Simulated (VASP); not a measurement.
Data:

```yaml
crystal:
  lattice:
    - [3.86865, 0.00000, 0.00000]
    - [0.00000, 3.86865, 0.00000]
    - [0.00000, 0.00000, 3.86865]
  atoms:
    - { symbol: Ta, position: [0.00000, 0.00000, 0.00000] }
    - { symbol: Zn, position: [0.00000, 0.50000, 0.50000] }
    - { symbol: Zn, position: [0.50000, 0.00000, 0.50000] }
    - { symbol: Zn, position: [0.50000, 0.50000, 0.00000] }
```

These are PBEsol GGA with spin-orbit coupling, VASP's PBE PAW potentials (set 64) (plane waves; VASP 6.6.1) values and carry that method's errors. Numerical set-up: 400 eV cut-off, 7×7×7 Γ-centred mesh, Gaussian smearing of 0.050 eV, potentials Ta_pv Zn.

Problem. Give the energies of bands 39 to 52 at the high-symmetry points, in eV from the Fermi level.

Solution. 
| band | Γ | X | M | R |
|---|---|---|---|---|
| 39 | -1.57 | -6.40 | -4.30 | -3.14 |
| 40 | -1.57 | -6.40 | -4.30 | -3.14 |
| 41 | -1.57 | -1.36 | -3.82 | -3.14 |
| 42 | -1.57 | -1.36 | -3.82 | -3.14 |
| 43 | -0.16 | -1.32 | -3.58 | -2.86 |
| 44 | -0.16 | -1.32 | -3.58 | -2.86 |
| 45 | 0.20 | -1.18 | -0.54 | -1.94 |
| 46 | 0.20 | -1.18 | -0.54 | -1.94 |
| 47 | 0.20 | 1.75 | -0.39 | -1.27 |
| 48 | 0.20 | 1.75 | -0.39 | -1.27 |
| 49 | 1.68 | 1.78 | 2.03 | -1.27 |
| 50 | 1.68 | 1.78 | 2.03 | -1.27 |
| 51 | 1.68 | 3.29 | 2.29 | 2.50 |
| 52 | 1.68 | 3.29 | 2.29 | 2.50 |

It has no gap at this level: it comes out as a metal or semimetal.

The structure comes from a computed database's TaZn3 entry (Pm-3m); how it stands against other phases isn't given here. It was relaxed first.
